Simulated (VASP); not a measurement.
Output of a VASP run:

OSZICAR:
```
       N       E                     dE             d eps       ncg     rms          rms(c)
DAV:   1     0.115390719571E+03    0.11539E+03   -0.99050E+03  4376   0.156E+03
DAV:   2    -0.177423190696E+02   -0.13313E+03   -0.12932E+03  5038   0.386E+02
DAV:   3    -0.215847585912E+02   -0.38424E+01   -0.38169E+01  5271   0.610E+01
DAV:   4    -0.216178804358E+02   -0.33122E-01   -0.33109E-01  4813   0.605E+00
DAV:   5    -0.216181342632E+02   -0.25383E-03   -0.25382E-03  5153   0.544E-01    0.359E+01
DAV:   6    -0.186526258584E+02    0.29655E+01   -0.90002E+00  4888   0.314E+01    0.102E+01
DAV:   7    -0.186056877723E+02    0.46938E-01   -0.35945E-01  4528   0.556E+00    0.691E+00
DAV:   8    -0.185829842617E+02    0.22704E-01   -0.50691E-02  4833   0.211E+00    0.990E-01
DAV:   9    -0.185818436198E+02    0.11406E-02   -0.36257E-03  4723   0.432E-01    0.128E-01
DAV:  10    -0.185818553208E+02   -0.11701E-04   -0.23477E-04  4898   0.205E-01    0.796E-02
DAV:  11    -0.185818522874E+02    0.30334E-05   -0.24818E-05  4858   0.441E-02    0.109E-02
DAV:  12    -0.185818511897E+02    0.10978E-05   -0.47924E-06  4768   0.218E-02    0.383E-03
DAV:  13    -0.185818512079E+02   -0.18207E-07   -0.10675E-07  2909   0.365E-03
   1 F= -.18581851E+02 E0= -.18581811E+02  d E =-.185819E+02
       N       E                     dE             d eps       ncg     rms          rms(c)
DAV:   1    -0.186027621596E+02   -0.20911E-01   -0.77876E-01  4388   0.107E+01    0.746E-01
DAV:   2    -0.185863802798E+02    0.16382E-01   -0.34683E-02  4613   0.189E+00    0.397E-01
DAV:   3    -0.185806305961E+02    0.57497E-02   -0.10543E-02  4683   0.968E-01    0.141E-01
DAV:   4    -0.185805072651E+02    0.12333E-03   -0.63576E-04  4813   0.244E-01    0.679E-02
DAV:   5    -0.185804983254E+02    0.89397E-05   -0.48891E-05  4568   0.707E-02    0.122E-02
DAV:   6    -0.185804968445E+02    0.14809E-05   -0.68555E-06  4813   0.266E-02    0.415E-03
DAV:   7    -0.185804966730E+02    0.17149E-06   -0.38170E-07  4567   0.651E-03    0.647E-04
DAV:   8    -0.185804966759E+02   -0.29486E-08   -0.13664E-08  2244   0.116E-03
   2 F= -.18580497E+02 E0= -.18580483E+02  d E =0.135453E-02
       N       E                     dE             d eps       ncg     rms          rms(c)
DAV:   1    -0.185908529886E+02   -0.10356E-01   -0.26838E-01  4388   0.628E+00    0.441E-01
DAV:   2    -0.185851440853E+02    0.57089E-02   -0.11879E-02  4613   0.110E+00    0.232E-01
DAV:   3    -0.185832195528E+02    0.19245E-02   -0.35687E-03  4673   0.566E-01    0.853E-02
DAV:   4    -0.185831787876E+02    0.40765E-04   -0.20777E-04  4818   0.141E-01    0.406E-02
DAV:   5    -0.185831746366E+02    0.41510E-05   -0.16738E-05  4578   0.420E-02    0.747E-03
DAV:   6    -0.185831741737E+02    0.46288E-06   -0.20637E-06  4813   0.150E-02    0.252E-03
DAV:   7    -0.185831741651E+02    0.86084E-08   -0.86556E-08  2529   0.328E-03
   3 F= -.18583174E+02 E0= -.18583131E+02  d E =-.132296E-02
```

OUTCAR:
```
------------------------ aborting loop because EDIFF is reached ----------------------------------------
  FORCE on cell =-STRESS in cart. coord.  units (eV):
  Direction    XX          YY          ZZ          XY          YZ          ZX
  --------------------------------------------------------------------------------------
  Total        3.4112130      3.4112132      3.4142513      0.0000000      0.0000000      0.0000000
  in kB      277.5553825    277.5554002    277.8026001      0.0000000      0.0000000      0.0000000
  external PRESSURE =     277.6377943 kB  Pullay stress =       0.0000000 kB
  volume of cell :       19.69
      direct lattice vectors                 reciprocal lattice vectors
     1.425315097 -2.468718243  0.000000000     0.350799624 -0.202534251 -0.000000000
     1.425315097  2.468718243 -0.000000000     0.350799624  0.202534251 -0.000000000
     0.000000000  0.000000000  2.798062151    -0.000000000  0.000000000  0.357390203
 POSITION                                       TOTAL-FORCE (eV/Angst)
 -----------------------------------------------------------------------------------
      0.00000     -0.00000      0.00000         0.000000     -0.000000      0.000000
      1.42532      0.82291      1.39903        -0.000000      0.000000     -0.000000
 -----------------------------------------------------------------------------------
    total drift:                                0.000000     -0.000377      0.000000
  FREE ENERGIE OF THE ION-ELECTRON SYSTEM (eV)
  ---------------------------------------------------
  free  energy   TOTEN  =       -18.5831741651 eV

  energy  without entropy=      -18.5830448867  energy(sigma->0) =      -18.58313107

 reached required accuracy - stopping structural energy minimisation
```
(Selected blocks of OUTCAR.)

**POSCAR**
```
WC
1
    1.4282997732    -2.4738878495     0.0000000000
    1.4282997732     2.4738878495     0.0000000000
    0.0000000000     0.0000000000     2.7863803177
W C
1 1
Direct
  0.0000000000   0.0000000000   0.0000000000
  0.3333330000   0.6666670000   0.5000000000
```

Problem. Reconstruct the remaining input files.

Solution. One answer among several that fit: the input of the run itself, optB86b-vdW, plane waves, VASP's PBE PAW potentials (set 64).

KPOINTS:
```
kpoints
0
G
14 14 13
```

### INCAR
```
SYSTEM = WC
PREC = Accurate
ENCUT = 520
EDIFF = 1E-7
NELM = 100
ALGO = Normal
LREAL = .FALSE.
LASPH = .TRUE.
ISMEAR = 1
SIGMA = 0.1
GGA = MK
PARAM1 = 0.1234
PARAM2 = 1.0
LUSE_VDW = .TRUE.
AGGAC = 0.0
LMAXMIX = 6
LWAVE = .FALSE.
LCHARG = .FALSE.
ISIF = 4
IBRION = 2
NSW = 30
EDIFFG = -0.01
```

POTCAR, in this order: W_sv C (PBE.64 set). Program: vasp_std.

The compound is WC in the wc structure. This cell is one point of a volume scan, at 0.94 of the reference volume. Symmetry was kept, so distortions that lower it aren't found.
